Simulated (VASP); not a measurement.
A run of VASP 6.6.1:

INCAR

```
PREC     = Accurate       # precision mode
ENCUT    = 520            # plane-wave cutoff, eV
EDIFF    = 1E-7           # SCF threshold, eV
ISMEAR   = 1              # smearing method
SIGMA    = 0.15           # smearing width, eV
LREAL    = F              # projectors in reciprocal space
LASPH    = T              # aspherical terms in the spheres
NELM     = 100            # most SCF steps
ALGO     = Normal         # electronic algorithm
ISIF     = 2              # what is computed and relaxed
LWAVE    = F              # write WAVECAR
LCHARG   = F              # write CHGCAR
GGA      = PE             # functional
NBANDS   = 26             # bands
```

The input KPOINTS:

```
Automatic mesh
0
Gamma
  6 6 6
```

POSCAR

```
AlPt3C
1.0
    4.2134288984      0.0000000000      0.0000000000
    0.0000000000      4.2134288984      0.0000000000
    0.0000000000      0.0000000000      4.1291603204
Al Pt C
1 3 1
Direct
    0.0000000000      0.0000000000      0.0000000000
    0.0000000000      0.5000000000      0.5000000000
    0.5000000000      0.0000000000      0.5000000000
    0.5000000000      0.5000000000      0.0000000000
    0.5000000000      0.5000000000      0.5000000000
```

Potentials or basis: VASP PAW PBE potentials, release 64 (Al, Pt, C).

Launch:

```bash
$ cat potpaw_PBE.64/Al/POTCAR potpaw_PBE.64/Pt/POTCAR potpaw_PBE.64/C/POTCAR > POTCAR
$ mpirun -np 1 vasp_std > vasp.out
```

Hardware: 1 thread of AMD EPYC 9R45 96-Core Processor (Zen 5) (shared host).

Question: Estimate the wall time of this run.

Answer: It took 23 s on 1 thread of AMD EPYC 9R45 96-Core Processor (Zen 5) (shared host), peak memory 0.19 GiB. Counts: scf iterations 14, k points 40.
